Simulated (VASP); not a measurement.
# TiB2: the relaxed cell at several levels of theory, part 2 of 2

Aim: relax TiB2 at several levels of theory and compare the cells. The starting structure is a measured crystal structure from the Crystallography Open Database. The first relaxation on each setting starts from this cell expanded by 3 % in volume.

VASP 6.6.1.

Results so far: PBEsol 8.38 Å³ an atom; LDA 8.19 Å³ an atom; PBE 8.56 Å³ an atom; PBEsol + D3(BJ) 8.15 Å³ an atom.

## Step 6: Relaxation with r2SCAN

Level of this step: r2SCAN; plane waves and PAW (Ti_sv, B) (VASP).

r2SCAN adds the kinetic-energy density, costs more than a GGA and is run with LASPH. This run starts from the cell of an earlier relaxation, which isn't shown; the restart sets up the plane waves anew.

INCAR reads:

```
SYSTEM = TiB2
PREC = Accurate
ENCUT = 450
EDIFF = 1E-06
NELM = 100
ISMEAR = 0
SIGMA = 0.05
LREAL = .FALSE.
ALGO = Normal
METAGGA = R2SCAN
LASPH = .TRUE.
NBANDS = 15
LORBIT = 11
LWAVE = .FALSE.
LCHARG = .FALSE.
KPAR = 4
IBRION = 2
NSW = 50
ISIF = 3
EDIFFG = -0.006
```

POSCAR reads:

```
TiB2
1.0
    3.0273582072      0.0000000000      0.0000000000
   -1.5136791036      2.6217691137      0.0000000000
    0.0000000000      0.0000000000      3.2281594124
Ti B
1 2
Direct
    0.0000000000      0.0000000000      0.0000000000
    0.6666666667      0.3333333333      0.5000000000
    0.3333333333      0.6666666667      0.5000000000
```

KPOINTS reads:

```
Automatic mesh
0
Gamma
12 12 10
0 0 0
```

Potentials, in the order of the species: Ti_sv and B (PBE family, release 64).

Started as:

```bash
mpirun -np 4 vasp_std
```

Output:

```text
[banner, memory and clock lines left out]
running    4 mpi-ranks, on    1 nodes
[...]
[... a notice as in an earlier step ...]

 LDA part: xc-table for (None), standard interpolation
 POSCAR, INCAR and KPOINTS ok, starting setup
[...]
entering main loop
       N       E                     dE             d eps       ncg     rms          rms(c)
DAV:   1     0.110796737329E+03    0.11080E+03   -0.85713E+03  3420   0.127E+03
DAV:   2    -0.317373140942E+02   -0.14253E+03   -0.13824E+03  3623   0.350E+02
DAV:   3    -0.392697343621E+02   -0.75324E+01   -0.74466E+01  5063   0.793E+01
DAV:   4    -0.394565679523E+02   -0.18683E+00   -0.18667E+00  4072   0.114E+01
[...]
DAV:  11    -0.309678401933E+02    0.43467E-04   -0.26070E-04  4170   0.190E-01    0.653E-02
DAV:  12    -0.309678321490E+02    0.80442E-05   -0.30179E-05  4916   0.513E-02    0.126E-02
DAV:  13    -0.309678318031E+02    0.34594E-06   -0.17849E-06  3531   0.175E-02
   1 F= -.30967832E+02 E0= -.30967481E+02  d E =-.309678E+02
[...]
DAV:   4    -0.309678266466E+02   -0.45227E-05   -0.21332E-05  4925   0.287E-02    0.637E-03
DAV:   5    -0.309678315122E+02   -0.48656E-05   -0.24352E-06  4331   0.101E-02    0.151E-03
DAV:   6    -0.309678327971E+02   -0.12848E-05   -0.11556E-06  3293   0.568E-03    0.103E-03
DAV:   7    -0.309678331471E+02   -0.35000E-06   -0.11716E-07  1759   0.287E-03
   2 F= -.30967833E+02 E0= -.30967482E+02  d E =-.134397E-05
 trial-energy change:   -0.000001  1 .order    0.000000   -0.000022    0.000023
 step:   0.4895(harm=  0.4895)  dis= 0.00000  next Energy=   -30.967837 (dE=-0.541E-05)
[...]
N       E                     dE             d eps       ncg     rms          rms(c)
DAV:   1    -0.309678848662E+02   -0.52069E-04   -0.97969E-04  4608   0.461E-01    0.639E-02
DAV:   2    -0.309678470459E+02    0.37820E-04   -0.23401E-04  4202   0.207E-01    0.133E-02
DAV:   3    -0.309678409768E+02    0.60691E-05   -0.14358E-05  4360   0.375E-02    0.538E-03
DAV:   4    -0.309678397985E+02    0.11783E-05   -0.56290E-06  4690   0.147E-02    0.326E-03
DAV:   5    -0.309678389676E+02    0.83088E-06   -0.52153E-07  2358   0.511E-03
   3 F= -.30967839E+02 E0= -.30967488E+02  d E =-.716456E-05
[...]
reached required accuracy - stopping structural energy minimisation
```

Run time: 1.7 min. Hardware: 4 MPI ranks of AMD EPYC 7R43, shared host; peak memory 0.49 GiB; 6.6 min of CPU time.

OUTCAR, selected parts (step 6):

```text
  Total        0.0019934      0.0019934      0.0032349      0.0000000      0.0000000      0.0000000
  in kB        0.1247106      0.1247106      0.2023794      0.0000000      0.0000000      0.0000000
  external PRESSURE =       0.1506002 kB  Pullay stress =       0.0000000 kB

 POSITION                                       TOTAL-FORCE (eV/Angst)
 -----------------------------------------------------------------------------------
      0.00000      0.00000      0.00000        -0.000000      0.000000     -0.000000
      1.51338      0.87375      1.61395         0.000000     -0.000000      0.000000
     -0.00000      1.74750      1.61395        -0.000000     -0.000000     -0.000000
 -----------------------------------------------------------------------------------
    total drift:                               -0.000000      0.000000      0.000000

  FREE ENERGIE OF THE ION-ELECTRON SYSTEM (eV)
  ---------------------------------------------------
  free  energy   TOTEN  =       -30.9678389676 eV

  energy  without entropy=      -30.9671367677  energy(sigma->0) =      -30.96748787

[... 2 parts as in an earlier step ...]

[... 2 further parts left out ...]
[key lines of the parts left out:]
E-fermi :  10.1824
```

With r2SCAN the relaxed cell holds 8.537 Å³ an atom, -0.18 % against the measured cell, with a = 3.027 Å and c = 3.228 Å. That is +1.86 % from PBEsol. Pressures at 0.985 and 1.015 times this volume, from two more relaxations that aren't shown, give a bulk modulus of 257.1 GPa.

## Step 7: Relaxation with PBEsol+U (Ti d 4 eV)

The U is chosen by hand, not computed for this crystal, and pushes the named shell towards whole occupations.

INCAR, as its differences from that of step 6:

```diff
@@ -9,5 +9,12 @@
 ALGO = Normal
-METAGGA = R2SCAN
+GGA = PS
+NBANDS = 15
+LDAU = .TRUE.
+LDAUTYPE = 2
+LDAUL = 2 -1
+LDAUU = 4 0
+LDAUJ = 0 0
+LDAUPRINT = 1
 LASPH = .TRUE.
-NBANDS = 15
+LMAXMIX = 4
 LORBIT = 11
```

POSCAR reads:

```
TiB2
1.0
    3.0591940299      0.0000000000      0.0000000000
   -1.5295970149      2.6493397449      0.0000000000
    0.0000000000      0.0000000000      3.2603664354
Ti B
1 2
Direct
    0.0000000000      0.0000000000      0.0000000000
    0.6666666667      0.3333333333      0.5000000000
    0.3333333333      0.6666666667      0.5000000000
```

KPOINTS is that of step 6.

Started as:

```bash
mpirun -np 4 vasp_std
```

Output:

```text
[... set-up lines as in an earlier step ...]
 entering main loop
       N       E                     dE             d eps       ncg     rms          rms(c)
DAV:   1     0.117928890812E+03    0.11793E+03   -0.83597E+03  3420   0.122E+03
DAV:   2    -0.211215660259E+02   -0.13905E+03   -0.13473E+03  3595   0.340E+02
DAV:   3    -0.284190649307E+02   -0.72975E+01   -0.72203E+01  5028   0.766E+01
DAV:   4    -0.286030144376E+02   -0.18395E+00   -0.18386E+00  4091   0.111E+01
[...]
DAV:  12    -0.225775015473E+02    0.63115E-05   -0.15948E-05  4168   0.389E-02    0.337E-02
DAV:  13    -0.225774951116E+02    0.64357E-05   -0.19184E-05  4692   0.439E-02    0.567E-03
DAV:  14    -0.225774949253E+02    0.18633E-06   -0.21420E-06  3229   0.147E-02
   1 F= -.22577495E+02 E0= -.22577117E+02  d E =-.225775E+02
[... from here on, the cycles between the ionic steps are left out ...]
   2 F= -.22576895E+02 E0= -.22576483E+02  d E =0.599846E-03
   3 F= -.22584218E+02 E0= -.22583824E+02  d E =-.672286E-02
   4 F= -.22584215E+02 E0= -.22583821E+02  d E =-.672000E-02
   5 F= -.22584253E+02 E0= -.22583852E+02  d E =-.378919E-04
   6 F= -.22584253E+02 E0= -.22583851E+02  d E =-.379884E-04
   7 F= -.22584250E+02 E0= -.22583848E+02  d E =0.331722E-05
   8 F= -.22584253E+02 E0= -.22583851E+02  d E =-.385754E-06
[...]
reached required accuracy - stopping structural energy minimisation
```

Elapsed: 50 s, on 4 MPI ranks; peak memory 0.55 GiB.

From OUTCAR (step 7):

```text
  Total       -0.0074806     -0.0074806     -0.0168921     -0.0000000      0.0000000     -0.0000000
  in kB       -0.4610992     -0.4610992     -1.0412149     -0.0000000      0.0000000     -0.0000000
  external PRESSURE =      -0.6544711 kB  Pullay stress =       0.0000000 kB

 POSITION                                       TOTAL-FORCE (eV/Angst)
 -----------------------------------------------------------------------------------
      0.00000      0.00000      0.00000        -0.000000      0.000000      0.000000
      1.51859      0.87676      1.62688         0.000000     -0.000000      0.000000
     -0.00000      1.75351      1.62688        -0.000000      0.000000      0.000000
 -----------------------------------------------------------------------------------
    total drift:                               -0.000000      0.000000      0.000000

  FREE ENERGIE OF THE ION-ELECTRON SYSTEM (eV)
  ---------------------------------------------------
  free  energy   TOTEN  =       -22.5842533011 eV

  energy  without entropy=      -22.5834492756  energy(sigma->0) =      -22.58385129

[... 2 parts as in an earlier step ...]

[... 2 further parts left out ...]
[key lines of the parts left out:]
E-fermi :  10.3026
```

With PBEsol+U (Ti d 4 eV) the relaxed cell holds 8.664 Å³ an atom, +1.32 % against the measured cell, with a = 3.037 Å and c = 3.254 Å. That is +3.38 % from PBEsol. Pressures at 0.985 and 1.015 times this volume, from two more relaxations that aren't shown, give a bulk modulus of 253.8 GPa.

## Step 8: Relaxation with LDA+U (Ti d 4 eV)

This run starts from the cell of an earlier relaxation, which isn't shown; the restart sets up the plane waves anew.

INCAR, as its differences from that of step 7:

```diff
@@ -9,3 +9,3 @@
 ALGO = Normal
-GGA = PS
+GGA = CA
 NBANDS = 15
```

POSCAR reads:

```
TiB2
1.0
    3.0140179341      0.0000000000      0.0000000000
   -1.5070089670      2.6102160983      0.0000000000
    0.0000000000      0.0000000000      3.2289409444
Ti B
1 2
Direct
    0.0000000000      0.0000000000      0.0000000000
    0.6666666667      0.3333333333      0.5000000000
    0.3333333333      0.6666666667      0.5000000000
```

KPOINTS is that of step 7.

PAW data sets: Ti_sv and B (LDA family, release 64).

Started as:

```bash
mpirun -np 4 vasp_std
```

Output:

```text
[... set-up lines as in an earlier step ...]
 entering main loop
       N       E                     dE             d eps       ncg     rms          rms(c)
DAV:   1     0.114819452477E+03    0.11482E+03   -0.83083E+03  3420   0.124E+03
DAV:   2    -0.227104070699E+02   -0.13753E+03   -0.13277E+03  3567   0.341E+02
DAV:   3    -0.298259675320E+02   -0.71156E+01   -0.70382E+01  4941   0.761E+01
DAV:   4    -0.300125197805E+02   -0.18655E+00   -0.18646E+00  4211   0.109E+01
[...]
DAV:  12    -0.236585627700E+02    0.84388E-05   -0.16746E-05  4080   0.421E-02    0.324E-02
DAV:  13    -0.236585570277E+02    0.57423E-05   -0.15526E-05  4488   0.375E-02    0.547E-03
DAV:  14    -0.236585566548E+02    0.37289E-06   -0.14305E-06  2842   0.116E-02
   1 F= -.23658557E+02 E0= -.23658155E+02  d E =-.236586E+02
[...]
N       E                     dE             d eps       ncg     rms          rms(c)
DAV:   1    -0.236587430267E+02   -0.18600E-03   -0.37847E-03  4064   0.844E-01    0.127E-01
DAV:   2    -0.236585683078E+02    0.17472E-03   -0.96520E-04  4610   0.405E-01    0.255E-02
DAV:   3    -0.236585512210E+02    0.17087E-04   -0.64203E-05  4455   0.834E-02    0.957E-03
DAV:   4    -0.236585527624E+02   -0.15414E-05   -0.23531E-05  4769   0.312E-02    0.639E-03
DAV:   5    -0.236585553205E+02   -0.25581E-05   -0.29204E-06  4841   0.121E-02    0.186E-03
DAV:   6    -0.236585557864E+02   -0.46588E-06   -0.12019E-06  3237   0.508E-03
   2 F= -.23658556E+02 E0= -.23658155E+02  d E =0.868445E-06
 trial-energy change:    0.000001  1 .order   -0.000002   -0.000020    0.000016
 step:   0.5543(harm=  0.5543)  dis= 0.00000  next Energy=   -23.658562 (dE=-0.557E-05)
[...]
N       E                     dE             d eps       ncg     rms          rms(c)
DAV:   1    -0.236585974653E+02   -0.42145E-04   -0.75393E-04  4106   0.375E-01    0.559E-02
DAV:   2    -0.236585634828E+02    0.33983E-04   -0.19126E-04  4649   0.180E-01    0.111E-02
DAV:   3    -0.236585603224E+02    0.31604E-05   -0.13000E-05  4503   0.378E-02    0.401E-03
DAV:   4    -0.236585607122E+02   -0.38978E-06   -0.44833E-06  4290   0.135E-02
   3 F= -.23658561E+02 E0= -.23658160E+02  d E =-.405734E-05
[...]
reached required accuracy - stopping structural energy minimisation
```

Wall time 30 s (4 MPI ranks); peak memory 0.48 GiB.

OUTCAR, selected parts (step 8):

```text
  Total        0.0114956      0.0114956      0.0071953      0.0000000      0.0000000     -0.0000000
  in kB        0.7254301      0.7254301      0.4540610      0.0000000      0.0000000     -0.0000000
  external PRESSURE =       0.6349738 kB  Pullay stress =       0.0000000 kB

 POSITION                                       TOTAL-FORCE (eV/Angst)
 -----------------------------------------------------------------------------------
     -0.00000      0.00000     -0.00000        -0.000000      0.000000      0.000000
      1.50674      0.86992      1.61416         0.000000      0.000000      0.000000
     -0.00000      1.73983      1.61416        -0.000000     -0.000000      0.000000
 -----------------------------------------------------------------------------------
    total drift:                               -0.000000      0.000000     -0.000000

  FREE ENERGIE OF THE ION-ELECTRON SYSTEM (eV)
  ---------------------------------------------------
  free  energy   TOTEN  =       -23.6585607122 eV

  energy  without entropy=      -23.6577588701  energy(sigma->0) =      -23.65815979

[... 2 parts as in an earlier step ...]

[... 2 further parts left out ...]
[key lines of the parts left out:]
E-fermi :  10.5762
```

With LDA+U (Ti d 4 eV) the relaxed cell holds 8.463 Å³ an atom, -1.04 % against the measured cell, with a = 3.013 Å and c = 3.228 Å. That is +0.98 % from PBEsol. Pressures at 0.985 and 1.015 times this volume, from two more relaxations that aren't shown, give a bulk modulus of 266.6 GPa.

## Step 9: Relaxation with r2SCAN + rVV10

rVV10 adds a nonlocal correlation energy for dispersion. This run starts from the cell of an earlier relaxation, which isn't shown; the restart sets up the plane waves anew.

INCAR reads:

```
SYSTEM = TiB2
PREC = Accurate
ENCUT = 450
EDIFF = 1E-06
NELM = 100
ISMEAR = 0
SIGMA = 0.05
LREAL = .FALSE.
ALGO = Normal
METAGGA = R2SCAN
LUSE_VDW = .TRUE.
IVDW_NL = 2
BPARAM = 11.95
CPARAM = 0.0093
LASPH = .TRUE.
NBANDS = 15
LORBIT = 11
LWAVE = .FALSE.
LCHARG = .FALSE.
KPAR = 4
IBRION = 2
NSW = 50
ISIF = 3
EDIFFG = -0.006
```

POSCAR reads:

```
TiB2
1.0
    3.0251939450      0.0000000000      0.0000000000
   -1.5125969724      2.6198948076      0.0000000000
    0.0000000000      0.0000000000      3.2217254490
Ti B
1 2
Direct
    0.0000000000      0.0000000000      0.0000000000
    0.6666666667      0.3333333333      0.5000000000
    0.3333333333      0.6666666667      0.5000000000
```

KPOINTS is that of step 8.

Potentials, in the order of the species: Ti_sv and B (PBE family, release 64).

Started as:

```bash
mpirun -np 4 vasp_std
```

Output:

```text
[banner, memory and clock lines left out]
running    4 mpi-ranks, on    1 nodes
[...]
|                                                                             |
|               ----> ADVICE to this user running VASP <----                  |
|                                                                             |
|     You have switched on vdW-DFT.                                           |
|     This routine was written and supplied by Jiri Klimes. We recommend      |
|     that you carefully read and cite the following publications:            |
|       J. Klimes, D.R. Bowler, A. Michelides                                 |
|          J. Phys.: Cond Matt. 22 022201 (2010)                              |
|       J. Klimes, D.R. Bowler, A. Michelides                                 |
|          Phys. Rev. B. 83, 195131 (2011)                                    |
|     and references therein.                                                 |
|                                                                             |

[...]
DAV:   3    -0.307021010932E+02    0.66778E-05   -0.16781E-05  4448   0.402E-02    0.559E-03
Total rVV10 correction in eV:      0.2651060    18.2982239
Total rVV10 correction in eV:      0.2651060    18.2982239
Total rVV10 correction in eV:      0.2651060    18.2982239
Total rVV10 correction in eV:      0.2651060    18.2982239
DAV:   4    -0.307020999126E+02    0.11806E-05   -0.61528E-06  4653   0.154E-02    0.338E-03
Total rVV10 correction in eV:      0.2651048    18.2982239
Total rVV10 correction in eV:      0.2651048    18.2982239
Total rVV10 correction in eV:      0.2651048    18.2982239
Total rVV10 correction in eV:      0.2651048    18.2982239
DAV:   5    -0.307020990310E+02    0.88155E-06   -0.65801E-07  2600   0.542E-03
Total rVV10 correction in eV:      0.2651063    18.2982239
Total rVV10 correction in eV:      0.2651063    18.2982239
Total rVV10 correction in eV:      0.2651063    18.2982239
Total rVV10 correction in eV:      0.2651063    18.2982239
Total rVV10 correction in eV:      0.2651055    18.2982239
Total rVV10 correction in eV:      0.2651055    18.2982239
Total rVV10 correction in eV:      0.2651055    18.2982239
Total rVV10 correction in eV:      0.2651055    18.2982239
   3 F= -.30702099E+02 E0= -.30701748E+02  d E =-.728248E-05
[...]
reached required accuracy - stopping structural energy minimisation
```

Run time: 2.2 min. Hardware: 4 MPI ranks; peak memory 0.78 GiB; 8.6 min of CPU time.

From OUTCAR (step 9):

```text
  Total        0.0026002      0.0026002      0.0037074      0.0000000      0.0000000     -0.0000000
  in kB        0.1632325      0.1632325      0.2327419      0.0000000      0.0000000     -0.0000000
  external PRESSURE =       0.1864023 kB  Pullay stress =       0.0000000 kB

 POSITION                                       TOTAL-FORCE (eV/Angst)
 -----------------------------------------------------------------------------------
     -1.51229      2.61937     -0.00000        -0.000000     -0.000000     -0.000000
      1.51229      0.87312      1.61071         0.000000      0.000000      0.000000
     -0.00000      1.74625      1.61071        -0.000000     -0.000000     -0.000000
 -----------------------------------------------------------------------------------
    total drift:                               -0.000000      0.000000      0.000000

  FREE ENERGIE OF THE ION-ELECTRON SYSTEM (eV)
  ---------------------------------------------------
  free  energy   TOTEN  =       -30.7020990310 eV

  energy  without entropy=      -30.7013967052  energy(sigma->0) =      -30.70174787

[... 2 parts as in an earlier step ...]

[... 2 further parts left out ...]
[key lines of the parts left out:]
E-fermi :  10.2140
```

With r2SCAN + rVV10 the relaxed cell holds 8.507 Å³ an atom, -0.52 % against the measured cell, with a = 3.025 Å and c = 3.221 Å. That is +1.51 % from PBEsol. Pressures at 0.985 and 1.015 times this volume, from two more relaxations that aren't shown, give a bulk modulus of 259.7 GPa.

## Step 10: All runs side by side

```csv
level,volume (Å³/atom),against the measured cell (%),a (Å),c (Å),bulk modulus (GPa),pressure left (GPa),core minutes
PBEsol,8.381,-2.0,3.0187,3.1858,262.6,0.02,5.79
LDA,8.191,-4.21,2.996,3.1614,276.0,0.01,4.56
PBE,8.556,0.05,3.0317,3.2246,251.0,0.09,4.27
PBEsol + D3(BJ),8.15,-4.7,2.995,3.1474,276.6,0.0,6.27
r2SCAN,8.537,-0.18,3.0268,3.2279,257.1,0.02,20.5
PBEsol+U (Ti d 4 eV),8.664,1.32,3.0372,3.2538,253.8,-0.07,3.33
LDA+U (Ti d 4 eV),8.463,-1.04,3.0135,3.2283,266.6,0.06,5.07
r2SCAN + rVV10,8.507,-0.52,3.0246,3.2214,259.7,0.02,30.1
```

Core minutes are wall time times ranks, summed over the relaxations behind a row (those for a bulk modulus apart), on shared hosts.

## Step 11: Summary of results

```yaml
volume_pbesol: 8.381 Å³/atom
volume_lda: 8.191 Å³/atom
volume_pbe: 8.556 Å³/atom
volume_pbesol_d3_bj: 8.150 Å³/atom
volume_r2scan: 8.537 Å³/atom
volume_pbesol_u_ti_d_4_ev: 8.664 Å³/atom
volume_lda_u_ti_d_4_ev: 8.463 Å³/atom
volume_r2scan_rvv10: 8.507 Å³/atom
```

**Reading.** Across 8 levels the volume of TiB2 spans 6.3 %, from 8.15 Å³ an atom (PBEsol + D3(BJ)) to 8.66 Å³ (PBEsol+U (Ti d 4 eV)). Against the measured volume of the starting structure, PBE comes nearest (+0.1 %) and PBEsol + D3(BJ) lies farthest (-4.7 %). The measured cell holds zero-point expansion and, unless it was taken cold, thermal expansion, which the runs lack, so small differences decide nothing. Adding D3(BJ) to PBEsol changes the volume by -2.8 %. Adding rVV10 to r2SCAN changes the volume by -0.3 %. The bulk modulus goes from 251.0 GPa (PBE) to 276.6 GPa (PBEsol + D3(BJ)). LASPH is on in some of these runs and off in others, which adds a little to the differences. All runs keep the symmetry of the start, so they can't find a distortion of lower symmetry. Further runs on this material are not shown.

[Lines on the potential files, build, host, timing and source positions are cut from VASP's logs without a mark.]

[Logs are printed without paths, hosts, clocks, repeated set-up lines and the standing remarks that a program may print on its own settings, such as how far it seeks lower states.]

[Hosts, paths, dates, database ids (printed as entryN), source tags and the programs' standing remarks are cut or masked in the printed files.]
